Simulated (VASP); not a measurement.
# Ge48PH19 in VASP: notebook, part 2 of 2

VASP 6.6.1. The steps go on from the part before.

**3. Single point, LDA**

INCAR reads:

```
PREC = Accurate
ENCUT = 400
EDIFF = 1E-6
ISMEAR = 0
SIGMA = 0.05
LREAL = Auto
LASPH = T
NELM = 60
ALGO = Normal
ISIF = 2
LWAVE = F
LCHARG = F
NBANDS = 388
ISYM = 0
NCORE = 4
```

KPOINTS reads:

```
Automatic mesh
0
Gamma
  1 1 1
```

POSCAR is that of step 2.

Potentials or basis: VASP PAW LDA potentials, release 64 (Ge_d, H, P).

Launch:

```bash
cat potpaw_LDA.64/Ge_d/POTCAR potpaw_LDA.64/H/POTCAR potpaw_LDA.64/P/POTCAR > POTCAR
mpirun -np 8 vasp_gam > vasp.out
```

OUTCAR:

```text
PREC = Accurate
   ENCUT = 400
   EDIFF = 1E-6
   ISMEAR = 0
   LREAL = Auto
   LASPH = T
   NELM = 60
   ISIF = 2
   ISYM = 0

 ion  position               nearest neighbor table
   1  0.685  0.314  0.421-  15 2.46   9 2.46   8 2.58
   2  0.812  0.681  0.421-  16 2.45  10 2.45   5 2.57
   3  0.050  0.950  0.436-  67 1.56  10 2.46  11 2.46   6 2.52
   4  0.319  0.187  0.421-  12 2.45  11 2.45   7 2.57
   5  0.968  0.534  0.456-  13 2.54   9 2.54   2 2.57
   6  0.207  0.793  0.435-  68 2.35  13 2.46  14 2.46   3 2.52
   7  0.466  0.031  0.456-  14 2.54  15 2.54   4 2.57
   8  0.534  0.466  0.457-  12 2.53  16 2.53   1 2.58
   9  0.876  0.389  0.386-   1 2.46  17 2.48  24 2.50   5 2.54
  10  0.880  0.871  0.383-   2 2.45   3 2.46  23 2.48  18 2.50
  11  0.129  0.120  0.384-   4 2.45   3 2.46  17 2.48  19 2.50
  12  0.388  0.380  0.387-   4 2.45  21 2.49  20 2.52   8 2.53
  13  0.111  0.626  0.386-  18 2.46   6 2.46  21 2.48   5 2.54
  14  0.374  0.889  0.386-  19 2.46   6 2.46  22 2.48   7 2.54
[... 51 lines left out ...]
  66  0.137  0.749  0.547-  68 1.43
  67  0.014  0.986  0.497-   3 1.56
  68  0.257  0.745  0.528-  66 1.43  65 1.43   6 2.35
[... 262 lines left out ...]

 k-point     1 :       0.0000    0.0000    0.0000
  band No.  band energies     occupation
      1     -26.2137      2.00000
      2     -26.1836      2.00000
      3     -26.1800      2.00000
      4     -26.1526      2.00000
      5     -26.1372      2.00000
      6     -26.1316      2.00000
[... 352 lines left out ...]
    359       0.3811      0.00000
    360       0.4368      0.00000
 [bands above 360 left out]

------------------------ aborting loop because EDIFF is reached ----------------------------------------

  FORCE on cell =-STRESS in cart. coord.  units (eV):
  Direction    XX          YY          ZZ          XY          YZ          ZX
  --------------------------------------------------------------------------------------
  -------------------------------------------------------------------------------------
  Total       -4.4449836    -13.2100476    -24.1588703      0.0150871     -0.0611732      0.2962415
  in kB       -2.3424989     -6.9616730    -12.7316841      0.0079509     -0.0322382      0.1561188
  external PRESSURE =      -7.3452853 kB  Pullay stress =       0.0000000 kB

 VOLUME and BASIS-vectors are now :
 -----------------------------------------------------------------------------
  energy-cutoff  :      400.00
  volume of cell :     3040.19
      direct lattice vectors                 reciprocal lattice vectors
     8.001620336  8.001620336  0.000000000     0.062487344  0.062487344  0.000000000
    -8.001620336  8.001620336  0.000000000    -0.062487344  0.062487344  0.000000000
     0.000000000  0.000000000 23.741900000     0.000000000  0.000000000  0.042119628

 POSITION                                       TOTAL-FORCE (eV/Angst)
 -----------------------------------------------------------------------------------
      2.96797      7.99761      9.98500        -0.139017     -0.002794     -0.213097
      1.05286     11.94796      9.98519         0.145166     -0.024663     -0.264146
     -7.20699      8.00070     10.35922         0.088410     -0.002369     -0.234887
      1.05282      4.05176      9.98724         0.142921      0.020020     -0.263066
      3.47875     12.01691     10.81687        -0.207434      0.006803     -0.433039
     -4.68851      7.99994     10.32219        -0.050824      0.001371      0.029234
[... 60 lines left out ...]
     -7.78168      8.00073     11.80493         0.047890     -0.000761     -0.076520
     -3.91048      8.01779     12.54271         0.002798     -0.004470     -0.312701
 -----------------------------------------------------------------------------------
    total drift:                               -0.005614      0.001722     -0.005143

  FREE ENERGIE OF THE ION-ELECTRON SYSTEM (eV)
  ---------------------------------------------------
  free  energy   TOTEN  =      -306.1184993235 eV

  energy  without entropy=     -306.1184992631  energy(sigma->0) =     -306.11849929
```

OSZICAR:

```text
N       E                     dE             d eps       ncg     rms          rms(c)
DAV:   1     0.107515083977E+05    0.10752E+05   -0.31606E+05   888   0.327E+03
DAV:   2     0.218911045811E+04   -0.85624E+04   -0.84345E+04   952   0.840E+02
DAV:   3    -0.342945883298E+02   -0.22234E+04   -0.21516E+04  1076   0.259E+02
DAV:   4    -0.301951530436E+03   -0.26766E+03   -0.26317E+03   904   0.100E+02
[... 22 lines left out ...]
DAV:  27    -0.306118490354E+03   -0.14007E-04   -0.82990E-07   504   0.443E-03    0.360E-04
DAV:  28    -0.306118495000E+03   -0.46456E-05   -0.33473E-07   504   0.344E-03    0.250E-04
DAV:  29    -0.306118497575E+03   -0.25750E-05   -0.19029E-07   472   0.233E-03    0.170E-04
DAV:  30    -0.306118498931E+03   -0.13565E-05   -0.14704E-07   472   0.178E-03    0.128E-04
DAV:  31    -0.306118499323E+03   -0.39244E-06   -0.72629E-08   472   0.138E-03
   1 F= -.30611850E+03 E0= -.30611850E+03  d E =-.603997E-07
```

stdout:

```text
POSCAR found type information on POSCAR GeH P
 POSCAR found :  3 types and      68 ions
 scaLAPACK will be used
 LDA part: xc-table for (Slater(with rela. corr.)+CA(PZ))
 , standard interpolation
 POSCAR, INCAR and KPOINTS ok, starting setup
 FFT: planning ... GRIDC
 FFT: planning ... GRID_SOFT
 FFT: planning ... GRID
 WAVECAR not read
 entering main loop
```

It took 2.5 min on 8 MPI ranks of AMD EPYC 9R45 (Zen 5), shared host; peak memory 0.33 GiB.

Results:

```
Free energy            : -306.1185 eV
Largest force          : 0.491 eV/Å
Band gap on the k mesh : 0.37 eV, direct
```

Forces on the atoms (eV/Å):
```
Ge  -0.139 -0.003 -0.213
Ge   0.145 -0.025 -0.264
Ge   0.088 -0.002 -0.235
Ge   0.143  0.020 -0.263
Ge  -0.207  0.007 -0.433
Ge  -0.051  0.001  0.029
Ge  -0.205 -0.012 -0.428
Ge   0.184 -0.002 -0.456
Ge  -0.168 -0.042 -0.013
Ge   0.178 -0.024 -0.025
Ge   0.176  0.022 -0.023
Ge   0.165 -0.058  0.000
Ge  -0.123  0.021  0.007
Ge  -0.122 -0.022  0.008
Ge  -0.166  0.042 -0.010
Ge   0.164  0.056  0.001
Ge   0.019  0.009 -0.011
Ge  -0.015 -0.039  0.055
Ge  -0.014  0.041  0.056
Ge   0.012 -0.012  0.093
Ge  -0.005  0.007 -0.015
Ge  -0.006 -0.007 -0.015
Ge   0.020 -0.010 -0.010
Ge   0.013  0.018  0.093
Ge  -0.003  0.001 -0.013
Ge   0.001  0.015  0.002
Ge   0.017  0.002 -0.005
Ge   0.003 -0.013  0.001
Ge  -0.008 -0.004 -0.008
Ge   0.005  0.000 -0.015
Ge  -0.007  0.004 -0.008
Ge   0.002  0.001 -0.002
Ge  -0.012  0.001 -0.039
Ge   0.033  0.002 -0.036
Ge   0.034  0.000 -0.039
Ge   0.033 -0.002 -0.036
Ge  -0.034 -0.001 -0.034
Ge  -0.022  0.001 -0.035
Ge  -0.035  0.001 -0.033
Ge   0.039  0.000 -0.026
Ge   0.191  0.024  0.240
Ge  -0.236 -0.001  0.217
Ge  -0.235  0.001  0.223
Ge  -0.235  0.017  0.226
Ge   0.179 -0.004  0.235
Ge   0.181  0.004  0.233
Ge   0.190 -0.024  0.240
Ge  -0.235 -0.019  0.227
H   -0.002 -0.032  0.041
H   -0.030  0.014  0.087
H    0.035  0.007  0.088
H    0.012 -0.006  0.026
H    0.036 -0.008  0.087
H    0.011  0.009  0.026
H    0.032  0.014  0.084
H    0.027 -0.014  0.033
H   -0.018  0.012  0.044
H   -0.025 -0.006  0.077
H   -0.018 -0.009  0.044
H   -0.025  0.006  0.077
H   -0.002  0.034  0.041
H   -0.030 -0.014  0.087
H    0.032 -0.014  0.084
H    0.027  0.013  0.032
H   -0.022  0.036 -0.010
H   -0.020 -0.028 -0.003
H    0.048 -0.001 -0.077
P    0.003 -0.004 -0.313
```

Levels at points of the mesh, in eV from the valence-band top:
```
           k point  band 344  band 345  band 346  band 347  band 348  band 349  band 350  band 351  band 352  band 353
(0.00, 0.00, 0.00)     -0.47     -0.40     -0.23     -0.22      0.00      0.37      0.80      0.94      1.13      1.21
```

**4. Single point, PBEsol**

Changes to INCAR since step 3:

```diff
@@ -12,2 +12,3 @@
 LCHARG = F
+GGA = PS
 NBANDS = 388
```

KPOINTS is that of step 3.

POSCAR is that of step 3.

Potentials or basis: VASP PAW PBE potentials, release 64 (Ge_d, H, P).

Launch:

```bash
cat potpaw_PBE.64/Ge_d/POTCAR potpaw_PBE.64/H/POTCAR potpaw_PBE.64/P/POTCAR > POTCAR
mpirun -np 8 vasp_gam > vasp.out
```

It took 2.6 min on 8 MPI ranks of AMD EPYC 9R45 (Zen 5), shared host; peak memory 0.4 GiB.

The run converged. Its results:

```
Free energy            : -291.4195 eV
Largest force          : 0.294 eV/Å
Band gap on the k mesh : 0.40 eV, direct
```

Forces in eV/Å, atoms in the order of the input:
```
Ge  -0.133 -0.002 -0.148
Ge   0.149 -0.025 -0.184
Ge   0.050 -0.002 -0.114
Ge   0.148  0.021 -0.183
Ge  -0.152 -0.008 -0.243
Ge  -0.041  0.001  0.031
Ge  -0.151  0.005 -0.241
Ge   0.144 -0.001 -0.256
Ge  -0.114 -0.007  0.021
Ge   0.104 -0.014  0.000
Ge   0.102  0.012  0.001
Ge   0.113 -0.018  0.022
Ge  -0.085 -0.013  0.019
Ge  -0.084  0.012  0.020
Ge  -0.113  0.006  0.023
Ge   0.111  0.016  0.023
Ge   0.013  0.004  0.004
Ge  -0.010 -0.034  0.059
Ge  -0.010  0.035  0.059
Ge   0.008 -0.009  0.099
Ge  -0.004  0.002  0.001
Ge  -0.005 -0.002  0.001
Ge   0.014 -0.005  0.005
Ge   0.007  0.015  0.100
Ge   0.001  0.000 -0.008
Ge   0.000  0.014 -0.002
Ge   0.008  0.002 -0.013
Ge   0.001 -0.011 -0.003
Ge  -0.005 -0.001 -0.005
Ge   0.008  0.000 -0.008
Ge  -0.005  0.001 -0.005
Ge   0.000  0.001 -0.004
Ge  -0.001  0.000 -0.028
Ge   0.015  0.002 -0.027
Ge   0.016  0.000 -0.031
Ge   0.015 -0.002 -0.027
Ge  -0.013 -0.001 -0.027
Ge  -0.006  0.000 -0.028
Ge  -0.014  0.001 -0.026
Ge   0.017  0.000 -0.020
Ge   0.190  0.026  0.103
Ge  -0.234  0.002  0.081
Ge  -0.233 -0.002  0.086
Ge  -0.233  0.021  0.090
Ge   0.179 -0.006  0.098
Ge   0.181  0.006  0.097
Ge   0.190 -0.026  0.104
Ge  -0.233 -0.023  0.091
H   -0.030 -0.032  0.015
H    0.000  0.014  0.063
H    0.005  0.008  0.065
H    0.039 -0.007  0.000
H    0.006 -0.009  0.064
H    0.039  0.009  0.000
H    0.003  0.015  0.062
H    0.054 -0.014  0.006
H   -0.046  0.012  0.018
H    0.004 -0.007  0.054
H   -0.046 -0.009  0.017
H    0.004  0.006  0.054
H   -0.030  0.033  0.015
H    0.000 -0.015  0.063
H    0.003 -0.015  0.062
H    0.054  0.013  0.006
H   -0.034  0.052  0.014
H   -0.035 -0.045  0.021
H    0.028 -0.001 -0.044
P    0.076 -0.006 -0.162
```

Levels at points of the mesh, in eV from the valence-band top:
| k point | band 344 | band 345 | band 346 | band 347 | band 348 | band 349 | band 350 | band 351 | band 352 | band 353 |
| --- | --- | --- | --- | --- | --- | --- | --- | --- | --- | --- |
| (0.00, 0.00, 0.00) | -0.46 | -0.39 | -0.24 | -0.22 | 0.00 | 0.40 | 0.84 | 0.98 | 1.16 | 1.28 |

Caveat: the PAW data sets were made with another functional, which shifts forces and pressure a little.

**5. The runs side by side**

| level | potentials or basis | gap on the mesh (eV) | largest force (eV/Å) |
| --- | --- | --- | --- |
| rev-vdW-DF2 | VASP PAW PBE potentials, release 64 (Ge_d, H, P) | 0.39 | 0.24 |
| LDA | VASP PAW LDA potentials, release 64 (Ge_d, H, P) | 0.37 | 0.49 |
| PBEsol | VASP PAW PBE potentials, release 64 (Ge_d, H, P) | 0.40 | 0.29 |

Alike in all rows: task single point; no spin polarisation; cell as given; k mesh 1 × 1 × 1; cutoff (eV) 400; smearing gaussian 0.05 eV.

Caveats: the PAW data sets were made with another functional, which shifts forces and pressure a little (some runs).

Absolute energies hang on the potentials; compare differences alone.
